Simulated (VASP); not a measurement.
Input:

```
CELL_PARAMETERS angstrom
      1.41872    -2.45730     0.00000
      1.41872     2.45730     0.00000
      0.00000     0.00000     4.56896
ATOMIC_POSITIONS crystal
  Re 0.33333 0.66667 0.25000
  Re 0.66667 0.33333 0.75000
```

Calculation: vdW-DF2, VASP's PBE PAW potentials (set 64) (plane waves; VASP). Settings: 520 eV cut-off, Gaussian smearing of 0.050 eV, potentials Re.

Give the energies of bands 1 to 10 at the high-symmetry points, in eV from the Fermi level.

| band | Γ | M | K | A | L | H |
|---|---|---|---|---|---|---|
| 1 | -9.17 | -5.30 | -4.56 | -6.96 | -5.62 | -4.05 |
| 2 | -5.98 | -5.29 | -3.67 | -6.96 | -5.62 | -4.05 |
| 3 | -1.38 | -4.62 | -3.67 | -2.08 | -3.60 | -3.26 |
| 4 | -1.38 | -1.71 | -2.98 | -2.08 | -3.60 | -3.26 |
| 5 | -1.35 | -1.55 | -1.87 | -1.50 | 0.36 | -1.92 |
| 6 | -0.64 | -1.19 | -1.87 | -1.50 | 0.36 | -1.92 |
| 7 | -0.64 | -0.52 | 0.00 | -1.50 | 0.93 | 0.10 |
| 8 | 0.14 | 3.44 | 2.70 | -1.50 | 0.93 | 0.10 |
| 9 | 0.14 | 3.83 | 2.70 | 2.23 | 3.72 | 2.98 |
| 10 | 0.73 | 3.91 | 3.12 | 2.23 | 3.75 | 2.98 |

It has no gap at this level: it comes out as a metal or semimetal.

The compound is Re in the hcp structure. It was relaxed first, which changed the volume by +8 %.
